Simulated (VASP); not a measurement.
Here is the system:

```xyz
1
Lattice="-2.9730 2.9730 2.9730 2.9730 -2.9730 2.9730 2.9730 2.9730 -2.9730" Properties=species:S:1:pos:R:3 pbc="T T T"
Rb     0.0000     0.0000     0.0000
```

Computed with revPBE GGA, VASP's PBE PAW potentials (set 64) (plane waves; VASP). Numerical set-up: 520 eV cut-off, 9×9×9 Γ-centred mesh, first-order Methfessel-Paxton smearing of 0.10 eV, potentials Rb_sv.

Task: The job: Rb (bcc), 1 atom, revPBE, static run, 520 eV, 9×9×9 Γ-centred mesh. Roughly how much core time does it take on a busy server core?

Result: About 20 core-seconds (one run on a shared machine, a rough figure). It had 35 irreducible k-points, 8 bands, up to 2899 plane waves and 13 electronic steps.

The compound is Rb in the bcc structure. This cell is one point of a volume scan, at 1.06 of the reference volume.
